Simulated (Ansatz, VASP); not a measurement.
# SnO: VASP beside Ansatz

One calculation is typed for both programs; each brings its own data sets. How far apart do they land? The cell is generated by rule, not measured, and may not be a known phase. The cell is taken from a series of runs on this material, whose earlier steps may have relaxed, scaled, displaced or heated it; both programs get it as it stands.

Method: plane waves, with VASP 6.6.1 beside it; zone-centre phonons at LDA, in Ansatz 0.2.0.

The structure was built from a prototype and need not be the compound's stable phase.

**1. The structure**

Symmetry: P6_3/mmc, No. 194, hexagonal system. The conventional cell has a = 3.323 Å, b = 3.323 Å, c = 6.423 Å, α = 90.00°, β = 90.00°, γ = 120.00°. Nearest to Sn lie 6 O at 2.50 Å. Nearest to O lie 6 Sn at 2.50 Å. Farther neighbours and most contacts between anions are not listed.

As a file:

```cif
data_structure
_symmetry_space_group_name_H-M 'P6_3/mmc'
_symmetry_Int_Tables_number 194
_cell_length_a 3.3233
_cell_length_b 3.3233
_cell_length_c 6.4231
_cell_angle_alpha 90.000
_cell_angle_beta 90.000
_cell_angle_gamma 120.000
_cell_volume 61.44
loop_
_atom_site_label
_atom_site_type_symbol
_atom_site_symmetry_multiplicity
_atom_site_Wyckoff_symbol
_atom_site_fract_x
_atom_site_fract_y
_atom_site_fract_z
_atom_site_occupancy
Sn1 Sn 2 a 0.00000 0.00000 0.00000 1
O1 O 2 c 0.33333 0.66667 0.25000 1
```

**2. VASP: zone-centre phonons, LDA**

Second derivatives magnify differences that forces hide, and they need a tight electronic threshold.

Lines of VASP's logs that name or quote its potential files are left out, and so is its time.

File INCAR:

```
SYSTEM = SnO
PREC = Accurate
ENCUT = 600
EDIFF = 1E-08
NELM = 120
ISMEAR = -1
SIGMA = 0.27211
LREAL = .FALSE.
ALGO = Normal
GGA = CA
NBANDS = 26
LORBIT = 11
LWAVE = .FALSE.
LCHARG = .FALSE.
ISIF = 2
IBRION = 8
LASPH = .TRUE.
GGA_COMPAT = .FALSE.
KPAR = 2
```

File POSCAR:

```
SnO
1.0
    3.3233235342     -0.0000027980      0.0000000000
   -1.6616593440      2.8780840046      0.0000000000
    0.0000000000      0.0000000000      6.4230685711
Sn O
2 2
Direct
    0.0000000000      0.0000000000      0.0000000000
    0.0000000000      0.0000000000      0.5000000000
    0.3333333333      0.6666666667      0.2500000000
    0.6666666667      0.3333333333      0.7500000000
```

File KPOINTS:

```
Automatic mesh
0
Gamma
12 12 6
0 0 0
```

Potentials, in the order of the species: Sn_d and O (LDA family, release 64).

Launch:

```sh
$ mpirun -np 2 vasp_std
```

The log of the run:

```text
[banner, memory and clock lines left out]
running    2 mpi-ranks, on    1 nodes
 distrk:  each k-point on    1 cores,    2 groups
 distr:  one band on    1 cores,    1 groups

 POSCAR found type information on POSCAR SnO
 POSCAR found :  2 types and       4 ions
 LDA part: xc-table for (Slater(with rela. corr.)+CA(PZ))
 , standard interpolation
 POSCAR, INCAR and KPOINTS ok, starting setup
 FFT: planning ... GRIDC
 FFT: planning ... GRID_SOFT
 FFT: planning ... GRID
 WAVECAR not read
 entering main loop
       N       E                     dE             d eps       ncg     rms          rms(c)
DAV:   1     0.433286243853E+03    0.43329E+03   -0.22252E+04  4020   0.266E+03
DAV:   2     0.378131682669E+02   -0.39547E+03   -0.38451E+03  4184   0.590E+02
DAV:   3    -0.238169399972E+02   -0.61630E+02   -0.59930E+02  4610   0.197E+02
DAV:   4    -0.269232208990E+02   -0.31063E+01   -0.30779E+01  4684   0.456E+01
DAV:   5    -0.270044026385E+02   -0.81182E-01   -0.81125E-01  4828   0.772E+00    0.109E+01
DAV:   6    -0.240885239492E+02    0.29159E+01   -0.20089E+01  6196   0.533E+01    0.654E+00
DAV:   7    -0.237135492639E+02    0.37497E+00   -0.30535E+00  4656   0.111E+01    0.211E+00
DAV:   8    -0.236752752220E+02    0.38274E-01   -0.32599E-01  4174   0.351E+00    0.640E-01
DAV:   9    -0.236625291121E+02    0.12746E-01   -0.26808E-02  6600   0.137E+00    0.160E-01
DAV:  10    -0.236627988677E+02   -0.26976E-03   -0.58477E-03  5358   0.657E-01    0.137E-01
DAV:  11    -0.236624881577E+02    0.31071E-03   -0.14613E-03  5798   0.256E-01    0.127E-02
DAV:  12    -0.236624939181E+02   -0.57604E-05   -0.88434E-05  4036   0.630E-02    0.127E-02
DAV:  13    -0.236624930902E+02    0.82788E-06   -0.80094E-06  4820   0.204E-02    0.204E-03
DAV:  14    -0.236624931212E+02   -0.30957E-07   -0.10489E-06  5390   0.818E-03    0.243E-03
DAV:  15    -0.236624930544E+02    0.66820E-07   -0.20339E-07  4512   0.338E-03    0.645E-04
DAV:  16    -0.236624930497E+02    0.46875E-08   -0.27326E-08  3432   0.110E-03
   1 F= -.23662493E+02 E0= -.23568966E+02  d E =-.187053E+00
 Linear response reoptimize wavefunctions to high precision
DAV:   1    -0.236624930489E+02    0.77944E-09   -0.14830E-09  2162   0.322E-04
DAV:   2    -0.236624930490E+02   -0.70941E-10   -0.28873E-10  2036   0.172E-04
 Linear response DOF=           4
 Linear response progress:
  Degree of freedom:   1/  4
       N       E                     dE             d eps       ncg     rms          rms(c)
RMM:   1    -0.207869676581E+00   -0.20787E+00    0.53250E-01 16325   0.101E+01
RMM:   2    -0.212826863303E+00   -0.49572E-02   -0.16337E-02 22166   0.918E-01    0.576E-02
RMM:   3    -0.212592285903E+00    0.23458E-03   -0.10792E-03 22350   0.227E-01    0.263E-02
RMM:   4    -0.212243361546E+00    0.34892E-03   -0.10130E-04 23036   0.738E-02    0.798E-03
RMM:   5    -0.212183616143E+00    0.59745E-04   -0.92076E-06 23984   0.211E-02    0.429E-03
RMM:   6    -0.212172821564E+00    0.10795E-04    0.60724E-07 24343   0.699E-03    0.180E-03
RMM:   7    -0.212180087676E+00   -0.72661E-05    0.91466E-07 25029   0.257E-03    0.449E-04
RMM:   8    -0.212178249986E+00    0.18377E-05    0.61923E-07 24116   0.121E-03    0.859E-05
RMM:   9    -0.212177955227E+00    0.29476E-06    0.45105E-07 25359   0.574E-04    0.370E-05
RMM:  10    -0.212178412400E+00   -0.45717E-06    0.17595E-07 25658   0.287E-04    0.914E-06
RMM:  11    -0.212178538331E+00   -0.12593E-06    0.31583E-08 25786   0.165E-04    0.631E-06
RMM:  12    -0.212178659865E+00   -0.12153E-06    0.56326E-08 25101   0.106E-04    0.116E-06
RMM:  13    -0.212178647722E+00    0.12143E-07    0.31913E-08 25015   0.690E-05    0.215E-06
RMM:  14    -0.212178707597E+00   -0.59875E-07    0.25368E-08 24377   0.495E-05    0.927E-07
RMM:  15    -0.212178696865E+00    0.10732E-07    0.96339E-09 21387   0.353E-05    0.123E-06
RMM:  16    -0.212178714460E+00   -0.17595E-07    0.12746E-08 21579   0.270E-05    0.694E-07
RMM:  17    -0.212178724410E+00   -0.99507E-08    0.26959E-09 18652   0.214E-05    0.493E-07
 first order change of Fermi-energy   0.12733E-04
 force on displaced ion       1 direction 1 :   0.949  -0.000   0.000
 Linear response progress:
  Degree of freedom:   2/  4
       N       E                     dE             d eps       ncg     rms          rms(c)
RMM:   1    -0.234343286695E+00   -0.23434E+00    0.57312E-01  6870   0.100E+01
RMM:   2    -0.239505803779E+00   -0.51625E-02   -0.17635E-02  9145   0.964E-01    0.732E-02
RMM:   3    -0.239051566290E+00    0.45424E-03   -0.95221E-04  9419   0.255E-01    0.826E-02
RMM:   4    -0.238893531647E+00    0.15803E-03   -0.49006E-04  9536   0.115E-01    0.280E-02
RMM:   5    -0.238714044481E+00    0.17949E-03   -0.21389E-04  9471   0.388E-02    0.112E-02
RMM:   6    -0.238730109500E+00   -0.16065E-04   -0.18576E-04  9896   0.146E-02    0.357E-03
RMM:   7    -0.238727862018E+00    0.22475E-05   -0.13984E-06 10131   0.424E-03    0.198E-03
RMM:   8    -0.238735313976E+00   -0.74520E-05    0.50783E-06  9904   0.152E-03    0.183E-04
RMM:   9    -0.238736323754E+00   -0.10098E-05   -0.13176E-06 10113   0.534E-04    0.987E-05
RMM:  10    -0.238736337771E+00   -0.14017E-07    0.25245E-06 10288   0.206E-04    0.274E-05
RMM:  11    -0.238736679993E+00   -0.34222E-06   -0.14841E-07 10451   0.866E-05    0.111E-05
RMM:  12    -0.238736713699E+00   -0.33706E-07    0.37879E-07 10354   0.415E-05    0.324E-06
RMM:  13    -0.238736766283E+00   -0.52584E-07    0.15683E-07 10258   0.239E-05    0.138E-06
RMM:  14    -0.238736775828E+00   -0.95456E-08    0.67666E-08  9625   0.160E-05    0.385E-07
 first order change of Fermi-energy  -0.10146E-03
 force on displaced ion       1 direction 3 :  -0.000  -0.000  -8.415
 Linear response progress:
  Degree of freedom:   3/  4
       N       E                     dE             d eps       ncg     rms          rms(c)
RMM:   1    -0.360601846654E+00   -0.36060E+00    0.30003E-01 29805   0.287E+00
RMM:   2    -0.353130794806E+00    0.74711E-02   -0.73339E-03 24242   0.565E-01    0.848E-02
RMM:   3    -0.354100569308E+00   -0.96977E-03   -0.49566E-04 26364   0.147E-01    0.463E-02
RMM:   4    -0.355189241758E+00   -0.10887E-02   -0.22255E-04 25381   0.888E-02    0.105E-02
RMM:   5    -0.355186177656E+00    0.30641E-05   -0.11500E-05 27596   0.213E-02    0.223E-03
RMM:   6    -0.355145724234E+00    0.40453E-04   -0.13521E-06 27797   0.609E-03    0.110E-03
RMM:   7    -0.355146151894E+00   -0.42766E-06   -0.11080E-06 28288   0.186E-03    0.626E-04
RMM:   8    -0.355148208839E+00   -0.20569E-05   -0.21941E-07 28841   0.826E-04    0.905E-05
RMM:   9    -0.355147324965E+00    0.88387E-06    0.84715E-07 29045   0.258E-04    0.432E-05
RMM:  10    -0.355147194538E+00    0.13043E-06   -0.24419E-07 29930   0.101E-04    0.230E-05
RMM:  11    -0.355147153902E+00    0.40636E-07    0.37696E-09 29698   0.402E-05    0.408E-06
RMM:  12    -0.355147131105E+00    0.22797E-07   -0.28907E-09 29391   0.187E-05    0.160E-06
RMM:  13    -0.355147155003E+00   -0.23898E-07   -0.12353E-08 24104   0.111E-05    0.310E-07
RMM:  14    -0.355147151551E+00    0.34517E-08   -0.22976E-09 19032   0.848E-06    0.158E-07
 first order change of Fermi-energy  -0.76112E-04
 force on displaced ion       3 direction 1 :  -0.577  -0.001   0.000
 Linear response progress:
  Degree of freedom:   4/  4
       N       E                     dE             d eps       ncg     rms          rms(c)
RMM:   1    -0.380191545078E+00   -0.38019E+00    0.37142E-01 10019   0.294E+00
RMM:   2    -0.373488691595E+00    0.67029E-02   -0.69586E-03  8042   0.630E-01    0.897E-02
RMM:   3    -0.374375288268E+00   -0.88660E-03   -0.66251E-04  8969   0.164E-01    0.480E-02
RMM:   4    -0.375121250526E+00   -0.74596E-03   -0.14868E-04  8620   0.709E-02    0.175E-02
RMM:   5    -0.375378453839E+00   -0.25720E-03   -0.18181E-05  9237   0.256E-02    0.465E-03
RMM:   6    -0.375325719476E+00    0.52734E-04   -0.29639E-06  8287   0.956E-03    0.143E-03
RMM:   7    -0.375331688460E+00   -0.59690E-05    0.16615E-07  9382   0.288E-03    0.841E-04
RMM:   8    -0.375335385265E+00   -0.36968E-05    0.35297E-07  9084   0.115E-03    0.401E-04
RMM:   9    -0.375335004103E+00    0.38116E-06    0.16190E-07  8665   0.584E-04    0.631E-05
RMM:  10    -0.375335046180E+00   -0.42076E-07    0.68857E-08  9811   0.196E-04    0.398E-05
RMM:  11    -0.375335082780E+00   -0.36600E-07    0.19952E-08  8892   0.835E-05    0.157E-05
RMM:  12    -0.375335085643E+00   -0.28627E-08    0.40196E-08  9273   0.436E-05    0.374E-06
 first order change of Fermi-energy  -0.32994E-04
 force on displaced ion       3 direction 3 :   0.000  -0.000   0.923
 Linear response finished
```

Parts of OUTCAR (step 2):

```text
ion  position               nearest neighbor table
   1  0.000  0.000  0.000-   3 2.50   4 2.50   4 2.50   3 2.50   4 2.50   3 2.50   2 3.21   2 3.21

  LATTYP: Found a hexagonal cell.
 ALAT       =     3.3233235342
 C/A-ratio  =     1.9327244263

 Subroutine GETGRP returns: Found 24 space group operations
 (whereof 12 operations were pure point group operations)

The static configuration has the point symmetry D_3d.
 The point group associated with its full space group is D_6h.

 Found     76 irreducible k-points:

   k-points           NKPTS =     76   k-points in BZ     NKDIM =     76   number of bands    NBANDS=     26

   dimension x,y,z NGX =    28 NGY =   28 NGZ =   54
   dimension x,y,z NGXF=    56 NGYF=   56 NGZF=  108

   ENCUT  =  600.0 eV  44.10 Ry    6.64 a.u.   6.64  6.64 12.83*2*pi/ulx,y,z

   NELECT =      40.0000    total number of electrons

 k-points in reciprocal lattice and weights: Automatic mesh
   0.00000000  0.00000000  0.00000000       0.001
   0.08333333  0.00000000  0.00000000       0.007
   0.16666667  0.00000000  0.00000000       0.007
   0.25000000  0.00000000  0.00000000       0.007
   0.33333333  0.00000000  0.00000000       0.007
   0.41666667  0.00000000  0.00000000       0.007
   0.50000000  0.00000000  0.00000000       0.003
   0.08333333  0.08333333  0.00000000       0.007
   0.16666667  0.08333333  0.00000000       0.014
[...]
0.33333333  0.25000000  0.50000000       0.014
   0.33333333  0.33333333  0.50000000       0.002

 average (electrostatic) potential at core
       1 -98.5502       2 -98.5502       3 -68.3404       4 -68.3404

  Total       -0.0376478     -0.0376478      0.1088394      0.0000000      0.0000000      0.0000000
  in kB       -0.9818192     -0.9818192      2.8384295      0.0000000      0.0000000      0.0000000
  external PRESSURE =       0.2915971 kB  Pullay stress =       0.0000000 kB

  energy-cutoff  :      600.00
  volume of cell :       61.44
      direct lattice vectors                 reciprocal lattice vectors
     3.323323534 -0.000002798  0.000000000     0.300903742  0.173726518  0.000000000
    -1.661659344  2.878084005  0.000000000     0.000000293  0.347453544  0.000000000
     0.000000000  0.000000000  6.423068571     0.000000000  0.000000000  0.155688825

 POSITION                                       TOTAL-FORCE (eV/Angst)
 -----------------------------------------------------------------------------------
      0.00000      0.00000      0.00000        -0.000000      0.000000      0.000000
      0.00000      0.00000      3.21153        -0.000000      0.000000      0.000000
      0.00000      1.91872      1.60577         0.000000     -0.000000     -0.000000
      1.66166      0.95936      4.81730        -0.000000      0.000000      0.000000
 -----------------------------------------------------------------------------------
    total drift:                                0.000000     -0.000000      0.000000

 Eigenvectors and eigenvalues of the dynamical matrix
 ----------------------------------------------------

   1 f  =    6.415354 THz    40.308861 2PiTHz  213.993189 cm-1    26.531762 meV
             X         Y         Z           dx          dy          dz
      0.000000  0.000000  0.000000     0.000000    0.000000   -0.707107
      0.000000  0.000000  3.211534     0.000000    0.000000    0.707107
      0.000002  1.918722  1.605767     0.000000   -0.000000    0.000000
      1.661663  0.959359  4.817301    -0.000000    0.000000   -0.000000

   2 f  =    4.850772 THz    30.478301 2PiTHz  161.804346 cm-1    20.061173 meV
             X         Y         Z           dx          dy          dz
      0.000000  0.000000  0.000000    -0.000000    0.000000    0.000000
      0.000000  0.000000  3.211534    -0.000000    0.000000   -0.000000
      0.000002  1.918722  1.605767     0.568097   -0.421030    0.000000
      1.661663  0.959359  4.817301    -0.568097    0.421030   -0.000000

   3 f  =    4.850772 THz    30.478301 2PiTHz  161.804346 cm-1    20.061173 meV
             X         Y         Z           dx          dy          dz
      0.000000  0.000000  0.000000    -0.000000    0.000000   -0.000000
      0.000000  0.000000  3.211534    -0.000000    0.000000    0.000000
      0.000002  1.918722  1.605767     0.421030    0.568097   -0.000000
      1.661663  0.959359  4.817301    -0.421030   -0.568097    0.000000

   4 f  =    4.521093 THz    28.406865 2PiTHz  150.807428 cm-1    18.697730 meV
             X         Y         Z           dx          dy          dz
      0.000000  0.000000  0.000000    -0.000000    0.000000    0.000000
      0.000000  0.000000  3.211534    -0.000000    0.000000   -0.000000
      0.000002  1.918722  1.605767    -0.000000    0.000000    0.707107
      1.661663  0.959359  4.817301     0.000000   -0.000000   -0.707107

   5 f  =    0.018716 THz     0.117593 2PiTHz    0.624284 cm-1     0.077401 meV
             X         Y         Z           dx          dy          dz
      0.000000  0.000000  0.000000     0.468886   -0.472317   -0.000000
      0.000000  0.000000  3.211534     0.468886   -0.472317   -0.000000
      0.000002  1.918722  1.605767     0.168296   -0.169528   -0.000000
      1.661663  0.959359  4.817301     0.168296   -0.169528   -0.000000

   6 f  =    0.018716 THz     0.117593 2PiTHz    0.624284 cm-1     0.077401 meV
             X         Y         Z           dx          dy          dz
      0.000000  0.000000  0.000000    -0.472317   -0.468886   -0.000000
      0.000000  0.000000  3.211534    -0.472317   -0.468886   -0.000000
      0.000002  1.918722  1.605767    -0.169528   -0.168296   -0.000000
      1.661663  0.959359  4.817301    -0.169528   -0.168296   -0.000000

   7 f  =    0.008426 THz     0.052939 2PiTHz    0.281047 cm-1     0.034845 meV
             X         Y         Z           dx          dy          dz
      0.000000  0.000000  0.000000    -0.000000    0.000000   -0.664063
      0.000000  0.000000  3.211534    -0.000000    0.000000   -0.664063
      0.000002  1.918722  1.605767    -0.000000    0.000000   -0.242941
      1.661663  0.959359  4.817301    -0.000000    0.000000   -0.242941

   8 f/i=    1.773831 THz    11.145307 2PiTHz   59.168625 cm-1     7.335971 meV
             X         Y         Z           dx          dy          dz
      0.000000  0.000000  0.000000    -0.421042   -0.568088   -0.000000
      0.000000  0.000000  3.211534     0.421042    0.568088   -0.000000
      0.000002  1.918722  1.605767     0.000000    0.000000   -0.000000
      1.661663  0.959359  4.817301    -0.000000    0.000000    0.000000

   9 f/i=    1.773831 THz    11.145307 2PiTHz   59.168625 cm-1     7.335971 meV
             X         Y         Z           dx          dy          dz
      0.000000  0.000000  0.000000     0.568088   -0.421042   -0.000000
      0.000000  0.000000  3.211534    -0.568088    0.421042    0.000000
      0.000002  1.918722  1.605767     0.000000   -0.000000    0.000000
      1.661663  0.959359  4.817301     0.000000   -0.000000   -0.000000

  10 f/i=    2.583494 THz    16.232569 2PiTHz   86.176071 cm-1    10.684466 meV
             X         Y         Z           dx          dy          dz
      0.000000  0.000000  0.000000    -0.142234   -0.191919   -0.000000
      0.000000  0.000000  3.211534    -0.142234   -0.191919   -0.000000
      0.000002  1.918722  1.605767     0.396273    0.534700    0.000000
      1.661663  0.959359  4.817301     0.396273    0.534700    0.000000

  11 f/i=    2.583494 THz    16.232569 2PiTHz   86.176071 cm-1    10.684466 meV
             X         Y         Z           dx          dy          dz
      0.000000  0.000000  0.000000     0.191919   -0.142234    0.000000
      0.000000  0.000000  3.211534     0.191919   -0.142234   -0.000000
      0.000002  1.918722  1.605767    -0.534700    0.396273    0.000000
      1.661663  0.959359  4.817301    -0.534700    0.396273   -0.000000

  12 f/i=    7.425165 THz    46.653690 2PiTHz  247.676859 cm-1    30.708003 meV
             X         Y         Z           dx          dy          dz
      0.000000  0.000000  0.000000     0.000000    0.000000   -0.242941
      0.000000  0.000000  3.211534     0.000000    0.000000   -0.242941
      0.000002  1.918722  1.605767    -0.000000   -0.000000    0.664063
      1.661663  0.959359  4.817301    -0.000000   -0.000000    0.664063

 ELASTIC MODULI CONTR FROM IONIC RELAXATION (kBar)
 Direction    XX          YY          ZZ          XY          YZ          ZX
 --------------------------------------------------------------------------------
 XX        -113.3178    113.3178      0.0000      0.0000      0.0000     -0.0000
 YY         113.3178   -113.3178     -0.0000      0.0000      0.0000      0.0000
 ZZ           0.0000     -0.0000     -0.0000      0.0000      0.0000      0.0000
 XY           0.0000      0.0000      0.0000   -113.3178      0.0000     -0.0000
 YZ           0.0000      0.0000      0.0000      0.0000      0.0000      0.0000
 ZX          -0.0000      0.0000      0.0000     -0.0000      0.0000     -0.0000
 --------------------------------------------------------------------------------
```

[end of part 1 of 2]

[Lines on the potential files, build, host, timing and source positions are cut from VASP's logs without a mark.]

[Logs are printed without paths, hosts, clocks, repeated set-up lines and the standing remarks that a program may print on its own settings, such as how far it seeks lower states.]

[Hosts, paths, dates, database ids (printed as entryN), source tags and the programs' standing remarks are cut or masked in the printed files.]
